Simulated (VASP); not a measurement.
Runs of VASP 6.6.1 on FC2SeH. The cell holds a molecule in a box, 5 atoms: a = 12.000 Å, b = 12.000 Å, c = 12.000 Å, α = 90.00°, β = 90.00°, γ = 90.00°. 

| task | level | cell | grid for exact exchange (PRECFOCK) | screening parameter | gap on the mesh (eV) | largest force (eV/Å) |
| --- | --- | --- | --- | --- | --- | --- |
| electron localisation function | PBE | as given | - | - | 2.41 | 1.28 |
| single point | HSE06+D4 | as given | Normal | 0.2 1/A | (a) | 0.58 |
| relaxation of the atoms | PBE | atoms relaxed from: atoms moved at random, drawn with an rms of 0.02 Å | - | - | 2.26 | 0.01 |
| atomic charges | PBE+TS | as given | - | - | 2.41 | 1.28 |
| single point | PBE | atoms moved at random, drawn with an rms of 0.05 Å | - | - | 2.47 | 3.89 |

Alike in all rows: potentials or basis VASP PAW PBE potentials, release 64 (F, C, Se, H); no spin polarisation; k mesh 1 × 1 × 1; cutoff (eV) 520; smearing gaussian 0.01 eV.

Task: Estimate the missing entries.

Result: (a) 3.68.

Caveats: the PAW data sets were made with another functional, which shifts forces and pressure a little (some runs).

A k mesh can miss the band edges, and the runs leave out spin-orbit coupling on Se.
